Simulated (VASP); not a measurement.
Given:

```xyz
1
Lattice="-1.5703 1.5703 1.5703 1.5703 -1.5703 1.5703 1.5703 1.5703 -1.5703" Properties=species:S:1:pos:R:3 pbc="T T T"
W      0.0000     0.0000     0.0000
```

These are LDA (Ceperley-Alder, Perdew-Zunger), VASP's LDA PAW potentials (set 64) (plane waves; VASP 6.6.1) values and carry that method's errors. Numerical set-up: 500 eV cut-off, 16×16×16 Γ-centred mesh, first-order Methfessel-Paxton smearing of 0.10 eV, potentials W_sv.

Q: The ions, cell shape and volume at an external pressure of 5.0 GPa are relaxed. Which structure does the run end with?

A: 
```xyz
1
Lattice="-1.5631 1.5631 1.5631 1.5631 -1.5631 1.5631 1.5631 1.5631 -1.5631" Properties=species:S:1:pos:R:3 pbc="T T T"
W      0.0000     0.0000     0.0000
```
Space group Im-3m (229), at a tolerance of 0.03 Å.

Q: How do energy and volume change from the first to the last step?

A: The energy (σ→0) changes by +3.1 meV/atom and the volume by -1.4 %, in 3 ionic steps.

The compound is W in the bcc structure. This run relaxes it under an external pressure of 5 GPa. Symmetry was kept, so distortions that lower it aren't found.
